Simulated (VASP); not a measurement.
# CsIrO3 (Pm-3m) in VASP: single point with LDA

Aim: the single point of CsIrO3 with LDA.

Program: VASP 6.6.1. These are calculated values, not measurements. Logs are shortened: lines on timing, memory, paths and dates and some standing lists are left out, and cuts for length are marked.

**1. The crystal as given**

The structure is cubic, space group Pm-3m (No. 221). The conventional cell has a = 4.094 Å, b = 4.094 Å, c = 4.094 Å, α = 90.00°, β = 90.00°, γ = 90.00°. Cs (site symmetry m-3m) has 12 O at 2.89 Å as nearest neighbours. Ir (site symmetry m-3m) is surrounded by 6 O at 2.05 Å. O (site symmetry 4/mmm) is surrounded by 2 Ir at 2.05 Å.

The cell comes from a database or a generator and needn't be the stable form of this composition.

**2. Single point, LDA**

INCAR reads:

```
SYSTEM = CsIrO3
  PREC = Accurate
  ENCUT = 520
  EDIFF = 1E-6
  ISMEAR = 1
  SIGMA = 0.1
  LREAL = .False.
  LASPH = .True.
  NELM = 100
  ALGO = Normal
  ISIF = 2
  LWAVE = .False.
  LCHARG = .True.
  GGA = CA
  LELF = .True.
  LVHAR = .True.
  NBANDS = 26
```

KPOINTS reads:

```
Automatic mesh
0
Gamma
  3 3 3
  0.5 0.5 0.5
```

POSCAR reads:

```
CsIrO3
1.0
    4.0936770000      0.0000000000      0.0000000000
    0.0000000000      4.0936770000      0.0000000000
    0.0000000000      0.0000000000      4.0936770000
Cs Ir O
1 1 3
Direct
    0.0000000000      0.0000000000      0.0000000000
    0.5000000000      0.5000000000      0.5000000000
    0.5000000000      0.5000000000      0.0000000000
    0.5000000000      0.0000000000      0.5000000000
    0.0000000000      0.5000000000      0.5000000000
```

Potentials or basis: VASP PAW LDA potentials, release 64 (Cs_sv, Ir, O).

The run is started by

```sh
cat potpaw_LDA.64/Cs_sv/POTCAR potpaw_LDA.64/Ir/POTCAR potpaw_LDA.64/O/POTCAR > POTCAR
mpirun -np 1 vasp_std > vasp.out
```

OUTCAR:

```text
SYSTEM = CsIrO3
   PREC = Accurate
   ENCUT = 520
   EDIFF = 1E-6
   ISMEAR = 1
   LREAL = .False.
   LASPH = .True.
   NELM = 100
   ISIF = 2
   GGA = CA

 ion  position               nearest neighbor table
   1  0.000  0.000  0.000-
   2  0.500  0.500  0.500-   3 2.05   4 2.05   5 2.05   3 2.05   4 2.05   5 2.05
   3  0.500  0.500  0.000-   2 2.05   2 2.05
   4  0.500  0.000  0.500-   2 2.05   2 2.05
   5  0.000  0.500  0.500-   2 2.05   2 2.05

  LATTYP: Found a simple cubic cell.
 ALAT       =     4.0936770000

  Lattice vectors:

 A1 = (   4.0936770000,   0.0000000000,   0.0000000000)
 A2 = (   0.0000000000,   4.0936770000,   0.0000000000)
 A3 = (   0.0000000000,   0.0000000000,   4.0936770000)

Analysis of symmetry for initial positions (statically):
=====================================================================
 Subroutine PRICEL returns:
 Original cell was already a primitive cell.

 Routine SETGRP: Setting up the symmetry group for a
 simple cubic supercell.

 Subroutine GETGRP returns: Found 48 space group operations
 (whereof 48 operations were pure point group operations)
 out of a pool of 48 trial point group operations.

The static configuration has the point symmetry O_h .

Analysis of symmetry for dynamics (positions and initial velocities):
=====================================================================
 Subroutine PRICEL returns:
 Original cell was already a primitive cell.

 Routine SETGRP: Setting up the symmetry group for a
 simple cubic supercell.

 Subroutine GETGRP returns: Found 48 space group operations
 (whereof 48 operations were pure point group operations)
 out of a pool of 48 trial point group operations.

The dynamic configuration has the point symmetry O_h .

 Subroutine INISYM returns: Found 48 space group operations
 (whereof 48 operations are pure point group operations),
 and found     1 'primitive' translations

----------------------------------------------------------------------------------------

                                     Primitive cell

  volume of cell :      68.6026

  direct lattice vectors                    reciprocal lattice vectors
     4.093677000  0.000000000  0.000000000     0.244279165  0.000000000  0.000000000
     0.000000000  4.093677000  0.000000000     0.000000000  0.244279165  0.000000000
     0.000000000  0.000000000  4.093677000     0.000000000  0.000000000  0.244279165

  length of vectors
     4.093677000  4.093677000  4.093677000     0.244279165  0.244279165  0.244279165

  position of ions in fractional coordinates (direct lattice)
     0.000000000  0.000000000  0.000000000
     0.500000000  0.500000000  0.500000000
     0.500000000  0.500000000  0.000000000
     0.500000000  0.000000000  0.500000000
     0.000000000  0.500000000  0.500000000

  ion indices of the primitive-cell ions
   primitive index   ion index
                 1           1
                 2           2
                 3           3
                 4           4
                 5           5

----------------------------------------------------------------------------------------

 KPOINTS: Automatic mesh

Automatic generation of k-mesh.
 Grid dimensions read from file:
 generate k-points for:    3    3    3

 Generating k-lattice:

  Cartesian coordinates                     Fractional coordinates (reciprocal lattice)
     0.081426388  0.000000000  0.000000000     0.333333333  0.000000000  0.000000000
     0.000000000  0.081426388  0.000000000     0.000000000  0.333333333  0.000000000
     0.000000000  0.000000000  0.081426388     0.000000000  0.000000000  0.333333333

  Length of vectors
     0.081426388  0.081426388  0.081426388

  Shift w.r.t. Gamma in fractional coordinates (k-lattice)
     0.500000000  0.500000000  0.500000000

 Subroutine IBZKPT returns following result:
 ===========================================

 Found      4 irreducible k-points:

 Following reciprocal coordinates:
            Coordinates               Weight
  0.166667  0.166667  0.166667      8.000000
  0.500000  0.166667  0.166667     12.000000
  0.500000  0.500000  0.166667      6.000000
  0.500000  0.500000  0.500000      1.000000
   k-points           NKPTS =      4   k-points in BZ     NKDIM =      4   number of bands    NBANDS=     26
   number of dos      NEDOS =    301   number of ions     NIONS =      5
   total plane-waves  NPLWV =  27000
   dimension x,y,z NGX =    30 NGY =   30 NGZ =   30
   dimension x,y,z NGXF=    60 NGYF=   60 NGZF=   60
   ions per type =               1   1   3
   NGX,Y,Z   is equivalent  to a cutoff of  12.18, 12.18, 12.18 a.u.
   NGXF,Y,Z  is equivalent  to a cutoff of  24.37, 24.37, 24.37 a.u.
 SYSTEM =  CsIrO3
   PREC   = accura    normal or accurate (medium, high low for compatibility)
   ISTART =      0    job   : 0-new  1-cont  2-samecut
   ICHARG =      2    charge: 1-file 2-atom 10-const
   ISPIN  =      1    spin polarized calculation?
   LNONCOLLINEAR =      F non collinear calculations
   LSORBIT =      F    spin-orbit coupling
   LASPH  =      T    aspherical Exc in radial PAW
   ENCUT  =  520.0 eV  38.22 Ry    6.18 a.u.   7.61  7.61  7.61*2*pi/ulx,y,z
   NELM   =    100;   NELMIN=  2; NELMDL= -5     # of ELM steps
   EDIFF  = 0.1E-05   stopping-criterion for ELM
   LREAL  =      F    real-space projection
   EDIFFG = 0.1E-04   stopping-criterion for IOM
   NSW    =      0    number of steps for IOM
   IBRION =     -1    ionic relax: 0-MD 1-quasi-New 2-CG
   NFREE  =      0    steps in history (QN), initial steepest desc. (CG)
   ISIF   =      2    stress and relaxation
   ISYM   =      2    0-nonsym 1-usesym 2-fastsym
   POTIM  = 0.5000    time-step for ionic-motion
   TEBEG  =    0.0;   TEEND  =   0.0 temperature during run
   PSTRESS=    0.0 pullay stress
   NELECT =      36.0000    total number of electrons
   NUPDOWN=      -1.0000    fix difference up-down
   EMIN   =  10.00;   EMAX   =-10.00  energy-range for DOS
   EFERMI =   0.00;   METHOD = LEGACY
   ISMEAR =     1;   SIGMA  =   0.10  broadening in eV -4-tet -1-fermi 0-gaus
   EFERMI_NEDOS =   21; number of points for ismear=-14 and -15
   IALGO  =     38    algorithm
   IMIX   =      4    mixing-type and parameters
     AMIX     =   0.40;   BMIX     =  1.00
     AMIX_MAG =   1.60;   BMIX_MAG =  1.00
  volume/ion in A,a.u.               =      13.72        92.59
  Fermi-wavevector in a.u.,A,eV,Ry     =   1.320471  2.495328 23.723700  1.743643
  Thomas-Fermi vector in A             =   2.450294
   LORBIT       =      0    0 simple, 1 ext, 2 COOP (PROOUT), +10 PAW based schemes
   GGA     = CA    functional components
   LHFCALC =     F    Hartree Fock is set to
   AEXX    =    0.0000 exact exchange contribution
   IVDW    =     0    specifies the selected vdW correction
   LEPSILON=     F    determine dielectric tensor
   LRPA    =     F    only Hartree local field effects (RPA)
 non-spin polarized calculation
 Methfessel and Paxton  Order N= 1 SIGMA  =   0.10
  energy-cutoff  :      520.00
  volume of cell :       68.60
 maximum number of plane-waves:      1856
   NGX = 15   NGY = 15   NGZ = 15

 number of electron      35.9999982 magnetization

 Free energy of the ion-electron system (eV)
  ---------------------------------------------------
  ext. energy  EPLUGINS =         0.00000000
  ---------------------------------------------------
  free energy    TOTEN  =       -32.57699233 eV

  energy without entropy =      -32.56478298  energy(sigma->0) =      -32.57292254

 E-fermi :   3.9520     XC(G=0): -11.6774

 val. band max:        3.7719994788   @ k =   0.5000   0.1667   0.1667
 cond. band min:       3.9643609359   @ k =   0.5000   0.1667   0.1667
 fundamental gap:      0.1923614571
 Fermi energy:         3.9520227006

 k-point     1 :       0.1667    0.1667    0.1667
  band No.  band energies     occupation
      1     -15.8572      2.00000
      2     -13.8221      2.00000
      3     -13.8221      2.00000
      4     -13.8157      2.00000
      5      -3.1799      2.00000
      6      -3.1799      2.00000
      7      -2.5342      2.00000
      8      -1.5417      2.00000
      9      -1.5417      2.00000
     10      -1.2055      2.00000
     11      -0.1532      2.00000
     12      -0.0919      2.00000
     13      -0.0919      2.00000
     14       1.7188      2.00000
     15       1.9321      2.00000
     16       1.9321      2.00000
     17       2.4699      2.00000
     18       2.9119      2.00000
     19       2.9119      2.00000
     20       4.9120     -0.00000
     21       4.9120     -0.00000
     22      10.2273      0.00000
     23      11.0542      0.00000
     24      11.0542      0.00000
     25      13.7583      0.00000
     26      13.7846      0.00000

 k-point     2 :       0.5000    0.1667    0.1667
  band No.  band energies     occupation
      1     -15.3561      2.00000
      2     -14.3732      2.00000
      3     -13.7976      2.00000
      4     -13.3539      2.00000
      5      -4.1450      2.00000
      6      -3.3357      2.00000
      7      -2.7531      2.00000
      8      -2.2063      2.00000
      9      -1.8730      2.00000
     10      -1.5512      2.00000
     11      -1.4207      2.00000
     12      -0.0908      2.00000
     13       0.2189      2.00000
     14       1.3484      2.00000
     15       1.6192      2.00000
     16       1.9197      2.00000
     17       2.8329      2.00000
     18       3.7720      2.02885
     19       3.9644      0.79292
     20       4.8517     -0.00000
     21       6.7364      0.00000
     22      12.1146      0.00000
     23      12.3266      0.00000
     24      12.5393      0.00000
     25      12.9856      0.00000
     26      14.0666      0.00000

 k-point     3 :       0.5000    0.5000    0.1667
  band No.  band energies     occupation
      1     -15.1258      2.00000
      2     -14.0530      2.00000
      3     -13.5806      2.00000
      4     -13.5806      2.00000
      5      -4.1221      2.00000
      6      -4.0335      2.00000
      7      -3.5153      2.00000
      8      -3.5153      2.00000
      9      -3.1940      2.00000
     10      -1.6344      2.00000
     11      -0.7209      2.00000
     12      -0.5751      2.00000
     13      -0.5751      2.00000
     14       2.2177      2.00000
     15       2.2177      2.00000
     16       2.4221      2.00000
     17       4.0100      0.17825
     18       4.0100      0.17824
     19       4.2867     -0.00002
     20       5.5862     -0.00000
     21       8.7544      0.00000
     22      11.5058      0.00000
     23      12.9379      0.00000
     24      12.9379      0.00000
     25      13.2238      0.00000
     26      14.9589      0.00000

 k-point     4 :       0.5000    0.5000    0.5000
  band No.  band energies     occupation
      1     -15.0316      2.00000
      2     -13.5290      2.00000
      3     -13.5290      2.00000
      4     -13.5290      2.00000
      5      -4.4319      2.00000
      6      -4.4319      2.00000
      7      -4.4319      2.00000
      8      -4.1452      2.00000
      9      -4.0259      2.00000
     10      -4.0259      2.00000
     11       0.3352      2.00000
     12       0.3352      2.00000
     13       0.3353      2.00000
     14       2.4519      2.00000
     15       2.4519      2.00000
     16       2.4519      2.00000
     17       4.7432     -0.00000
     18       4.7432     -0.00000
     19       4.7432     -0.00000
     20       8.7548      0.00000
     21       8.7548      0.00000
     22      10.6542      0.00000
     23      10.6542      0.00000
     24      10.6542      0.00000
     25      14.9030      0.00000
     26      16.0160      0.00000

------------------------ aborting loop because EDIFF is reached ----------------------------------------

  FORCE on cell =-STRESS in cart. coord.  units (eV):
  Direction    XX          YY          ZZ          XY          YZ          ZX
  --------------------------------------------------------------------------------------
  -------------------------------------------------------------------------------------
  Total       -5.7804214     -5.7804214     -5.7804214      0.0000000      0.0000000      0.0000000
  in kB     -134.9986305   -134.9986305   -134.9986305      0.0000000      0.0000000      0.0000000
  external PRESSURE =    -134.9986305 kB  Pullay stress =       0.0000000 kB

 VOLUME and BASIS-vectors are now :
 -----------------------------------------------------------------------------
  energy-cutoff  :      520.00
  volume of cell :       68.60
      direct lattice vectors                 reciprocal lattice vectors
     4.093677000  0.000000000  0.000000000     0.244279165  0.000000000  0.000000000
     0.000000000  4.093677000  0.000000000     0.000000000  0.244279165  0.000000000
     0.000000000  0.000000000  4.093677000     0.000000000  0.000000000  0.244279165

 POSITION                                       TOTAL-FORCE (eV/Angst)
 -----------------------------------------------------------------------------------
      0.00000      0.00000      0.00000         0.000000      0.000000      0.000000
      2.04684      2.04684      2.04684         0.000000      0.000000      0.000000
      2.04684      2.04684      0.00000         0.000000      0.000000      0.000000
      2.04684      0.00000      2.04684         0.000000      0.000000      0.000000
      0.00000      2.04684      2.04684         0.000000      0.000000      0.000000
 -----------------------------------------------------------------------------------
    total drift:                                0.000000      0.000000     -0.000000

  FREE ENERGIE OF THE ION-ELECTRON SYSTEM (eV)
  ---------------------------------------------------
  free  energy   TOTEN  =       -32.5769923269 eV

  energy  without entropy=      -32.5647829805  energy(sigma->0) =      -32.57292254
```

It took 7.6 s on 1 thread of Intel Xeon Platinum 8259CL at 2.50GHz (Skylake/Cascade Lake), shared host; peak memory 0.15 GiB.

Results:

| Quantity | Value |
| --- | --- |
| Free energy | -32.5770 eV |
| Pressure | -13.5 GPa |
| Band gap on the k mesh | none (metal or under the smearing width) |

Levels at points of the mesh, in eV from the Fermi level:
| k point | band 14 | band 15 | band 16 | band 17 | band 18 | band 19 | band 20 | band 21 |
| --- | --- | --- | --- | --- | --- | --- | --- | --- |
| (0.50, 0.50, 0.50) | -1.50 | -1.50 | -1.50 | 0.79 | 0.79 | 0.79 | 4.80 | 4.80 |

Caveat: the k mesh is coarse (spacing up to 0.51 Å⁻¹), so the values aren't converged. The run has no spin-orbit coupling, so splittings on Cs, Ir are missing.
